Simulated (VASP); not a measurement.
## Pd (fcc): computed properties

The numbers are results of PBE GGA, VASP's PBE PAW potentials (set 64) (plane waves; VASP), not measurements.

```json
{
  "space_group": "Fm-3m (225)",
  "cell": "a = 3.9381 Å, b = 3.9381 Å, c = 3.9381 Å, α = 90.00°, β = 90.00°, γ = 90.00°",
  "volume_per_atom": "15.27 Å³/atom",
  "band gap (over mesh and band path)": "none (metal, semimetal or under 0.01 eV)",
  "hill_bulk_modulus": "169 GPa",
  "hill_shear_modulus": "36.3 GPa",
  "Poisson's ratio": "0.400",
  "density": "11.57 g/cm³",
  "C11": "193 GPa",
  "C12": "157 GPa",
  "C44": "57.3 GPa"
}
```

```cif
data_Pd4
_chemical_formula_sum 'Pd4'
_space_group_name_H-M_alt 'Fm-3m'
_space_group_IT_number 225
_space_group_name_Hall '-F 4 2 3'
_cell_length_a 3.93815
_cell_length_b 3.93815
_cell_length_c 3.93815
_cell_angle_alpha 90.000
_cell_angle_beta 90.000
_cell_angle_gamma 90.000
loop_
_atom_site_label
_atom_site_type_symbol
_atom_site_symmetry_multiplicity
_atom_site_Wyckoff_symbol
_atom_site_fract_x
_atom_site_fract_y
_atom_site_fract_z
_atom_site_occupancy
Pd1 Pd 4 a 0.00000 0.00000 0.00000 1
```
(The calculation used a cell of 1 atom; values per cell refer to that cell.)

Measured: a 3.876 Å at 0 K (computed value off by +1.6 %), as given by Daniel Mejia-Rodriguez et al., Physical Review B (2018), arXiv:1807.09216 [static lattice: zero-point anharmonic expansion removed]. Finite-difference elastic constants of metals are sensitive to mesh and smearing; shear constants can be off by tens of GPa.

The compound is Pd in the fcc structure. It was relaxed first. Symmetry was kept, so distortions that lower it aren't found.
